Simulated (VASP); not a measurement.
Here is the system:

```
CELL_PARAMETERS angstrom
      1.60347    -2.87428     0.00000
      1.60347     2.87428     0.00000
      0.00000     0.00000     5.07220
ATOMIC_POSITIONS crystal
  Zr 0.33333 0.66667 0.25000
  Zr 0.67760 0.34426 0.75000
```

Method: PBE GGA, VASP's PBE PAW potentials (set 64) (plane waves; VASP 6.6.1). Numerical set-up: EDIFF = 1E-2, 400 eV cut-off, 12×12×7 Γ-centred mesh, first-order Methfessel-Paxton smearing of 0.10 eV, potentials Zr_sv.

**Question.** Which forces act on the atoms, in eV/Å?

**Answer.** 
```tsv
atom	Fx	Fy	Fz
Zr1	0.039	-0.051	0.000
Zr2	-0.039	0.051	0.000
```

**Question.** Give the stress tensor in GPa (positive for a compressed cell).

**Answer.** 
```
-1.23  -0.23   0.00
-0.23  -4.09   0.00
 0.00   0.00  -0.23
```
The pressure is its mean diagonal, -1.85 GPa.

The compound is Zr in the hcp structure. The cell was not relaxed at this level, atoms are displaced from their ideal sites. The run is one of a series of settings (EDIFF = 1E-2 against the base run), some of them coarse on purpose.
